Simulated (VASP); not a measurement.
Mg2CdS3: relaxation of cell and atoms with PBE

The system is Mg2CdS3.

```
Mg Cd S
1.0
     4.08859    0.00000    0.00000
    -2.04429    3.54082    0.00000
     0.00000    0.00000    9.59223
Mg Cd S
2 1 3
Direct
  0.33333 0.66667 0.45397
  0.66667 0.33333 0.54603
  0.00000 0.00000 0.00000
  0.00000 0.00000 0.30617
  0.00000 0.00000 0.69383
  0.00000 0.00000 0.50000
```

The cell was built by a generator and needn't be a form met in nature.

* Program: VASP 6.6.1
* Task: relaxation of cell and atoms
* Functional: PBE
* Potentials or basis: VASP PAW PBE potentials, release 64 (Mg, Cd, S)
* Cutoff: 520 eV
* k mesh: 4 × 4 × 2
* Occupations: gaussian, width 0.15 eV
* Spin: no spin polarisation
* Further INCAR settings: PREC = Normal; ALGO = Fast; EDIFF = 0.0001; IBRION = 2; EDIFFG = -0.08; NSW = 24; ISIF = 3

```yaml
Relaxed_volume: 22.29 Å³/atom
Relaxed_cell: a = 3.786 Å, b = 3.786 Å, c = 10.775 Å, α = 90.00°, β = 90.00°, γ = 120.00°
Space_group_after_relaxing_to_0.05_Å: P-3m1 (No. 164)
Energy_gained_by_relaxing: 1717.9 meV/atom
Ionic_steps: 24
Pressure_after_relaxing: 0.3 GPa
Largest_force_after_relaxing: 0.045 eV/Å
Band_gap_on_the_k_mesh: 0.78 eV, indirect (least direct gap 0.94 eV)
```

Forces in eV/Å, atoms in the order of the input:
```
Mg   0.000  0.000  0.035
Mg   0.000  0.000 -0.035
Cd   0.000  0.000  0.000
S    0.000  0.000  0.045
S    0.000  0.000 -0.045
S    0.000  0.000  0.000
```

Stress tensor (GPa, compression positive):
```
0.21 0.00 0.00
0.00 0.21 0.00
0.00 0.00 0.47
```

The path:
```csv
step,energy change (eV),largest force (eV/Å),pressure (GPa),volume (Å³)
1,0.0000,10.1389,21.49,138.87
2,-3.2800,2.5170,-4.46,208.28
3,-4.4118,3.4237,-0.67,170.70
4,-4.4287,3.4418,-0.34,169.14
5,-4.4367,3.4904,0.74,165.08
6,-5.5755,2.7058,-1.45,171.36
7,-6.4811,1.3297,-3.11,182.39
8,-6.5194,1.3084,-3.16,184.47
9,-7.4627,0.6662,-2.99,170.38
10,-8.9762,1.5989,0.94,145.50
11,-1.6533,5.4718,49.32,101.95
12,-9.1176,1.5146,2.07,141.18
13,-9.6795,1.5903,1.09,138.08
14,-9.6804,1.5787,1.02,138.19
15,-9.9100,1.3034,-0.25,140.12
16,-10.1577,0.6060,-2.49,144.12
17,-10.1667,0.4133,-2.94,145.09
18,-10.2622,0.6341,-0.41,137.47
19,-10.2622,0.6345,-0.46,137.40
20,-10.3017,0.1866,-0.06,134.09
21,-10.3017,0.1930,0.01,134.12
22,-10.3017,0.2014,-0.02,134.21
23,-10.3065,0.1087,0.16,133.93
24,-10.3074,0.0451,0.30,133.75
```

Final structure:
```
Mg Cd S
1.0
     3.78595    0.00000    0.00000
    -1.89297    3.27873    0.00000
     0.00000    0.00000   10.77496
Mg Cd S
2 1 3
Cartesian
  0.0000 2.1858 3.7495
  1.8930 1.0929 7.0255
  3.7859 0.0000 0.0000
  0.0000 0.0000 2.3550
  0.0000 0.0000 8.4200
  3.7859 0.0000 5.3875
```

Levels at points of the mesh, in eV from the valence-band top:
| k point | band 13 | band 14 | band 15 | band 16 | band 17 | band 18 | band 19 | band 20 | band 21 |
| --- | --- | --- | --- | --- | --- | --- | --- | --- | --- |
| (0.00, 0.00, 0.00) | -0.82 | -0.43 | -0.43 | -0.13 | -0.13 | 0.81 | 3.25 | 4.19 | 5.78 |
| (0.50, 0.00, 0.00) | -3.11 | -1.75 | -1.09 | -0.82 | -0.23 | 1.14 | 2.74 | 3.12 | 3.78 |
| (0.00, 0.00, 0.50) | -0.89 | -0.64 | -0.64 | 0.00 | 0.00 | 2.26 | 2.76 | 4.70 | 5.35 |
| (0.50, 0.00, 0.50) | -2.61 | -1.66 | -1.33 | -1.13 | -0.65 | 0.78 | 3.45 | 3.67 | 3.95 |

It took 2 min on 1 thread of Intel(R) Xeon(R) Platinum 8559C (Emerald Rapids) (shared host), peak memory 0.19 GiB.

Caveat: the k mesh is coarse (spacing up to 0.44 Å⁻¹), so the values aren't converged; the relaxation stopped at a loose force limit of 0.08 eV/Å, so its end isn't a converged minimum. A k mesh can miss the band edges.
